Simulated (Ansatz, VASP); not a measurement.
AlGa3Sb2 in VASP and in Ansatz

File INCAR:

```
PREC     = Accurate       # precision mode
ENCUT    = 520            # plane-wave cutoff, eV
EDIFF    = 1E-6           # SCF threshold, eV
ISMEAR   = 0              # smearing method
SIGMA    = 0.1            # smearing width, eV
LREAL    = F              # projectors in reciprocal space
LASPH    = T              # aspherical terms in the spheres
NELM     = 60             # most SCF steps
ALGO     = Fast           # electronic algorithm
ISIF     = 2              # what is computed and relaxed
LWAVE    = F              # write WAVECAR
LCHARG   = F              # write CHGCAR
GGA      = PE             # functional
NBANDS   = 35             # bands
```

KPOINTS

```
regular mesh
0
Gamma
  3 3 4
```

Contents of POSCAR:

```
AlGa3Sb2
1.0
    5.9959980700      0.0000000000      0.0000000000
   -2.9979990400      5.1926866500      0.0000000000
    0.0000000000      0.0000000000      4.5693545800
Al Ga Sb
1 3 2
Direct
    0.0000000000      0.0000000000      0.0000000000
    0.3333333300      0.6666666700      0.0000000000
    0.6666666700      0.3333333300      0.0000000000
    0.0000000000      0.0000000000      0.5000000000
    0.3333333300      0.6666666700      0.5000000000
    0.6666666700      0.3333333300      0.5000000000
```

Input for Ansatz:

```yaml
crystal:
  lattice:
    - [5.99599807, 0.0, 0.0]
    - [-2.99799904, 5.19268665, 0.0]
    - [0.0, 0.0, 4.56935458]
  atoms:
    - { symbol: Al, position: [0.0, 0.0, 0.0] }
    - { symbol: Ga, position: [0.33333333, 0.66666667, 0.0] }
    - { symbol: Ga, position: [0.66666667, 0.33333333, 0.0] }
    - { symbol: Ga, position: [0.0, 0.0, 0.5] }
    - { symbol: Sb, position: [0.33333333, 0.66666667, 0.5] }
    - { symbol: Sb, position: [0.66666667, 0.33333333, 0.5] }
basis:
  ecutwfc: 420
kpoints:
  mp_grid: { grid: [3, 3, 4] }
hamiltonian:
  xc: pbe
scf:
  occupations: { method: gaussian, width: 0.1 }
  lower_state_search: "off"
output:
  forces: true
  stress: true
  eigenvalues: true
```

Alike in both runs: task single point; functional PBE; k mesh 3 × 3 × 4; occupations gaussian, width 0.1 eV; no spin polarisation.

|  | VASP | Ansatz |
| --- | --- | --- |
| version | VASP 6.6.1 | Ansatz 0.2.0 |
| potentials or method | VASP PAW PBE potentials, release 64 (Al, Ga_d, Sb) | scalar-relativistic, plane waves, PAW |
| plane-wave cutoff (eV) | 520 | 420 |
| valence electrons in the cell | 52 | 72 |

Ansatz gave:

```
gap on the k mesh at the Fermi level (eV)       : none
pressure (GPa)                                  : 12.7
largest component of the traceless stress (GPa) : 32.71
```

Question: Which values does VASP return?

Answer: gap on the k mesh at the Fermi level (eV): none; pressure (GPa): 12.7; largest component of the traceless stress (GPa): 32.67.

A gap of «none» marks a metal or a gap that the smearing closes. The two sets of potentials don't hold the same shells in valence.

Caveats: the k mesh is coarse (spacing up to 0.40 Å⁻¹), so the values aren't converged. Spin-orbit coupling is left out, which matters for the levels of Sb.
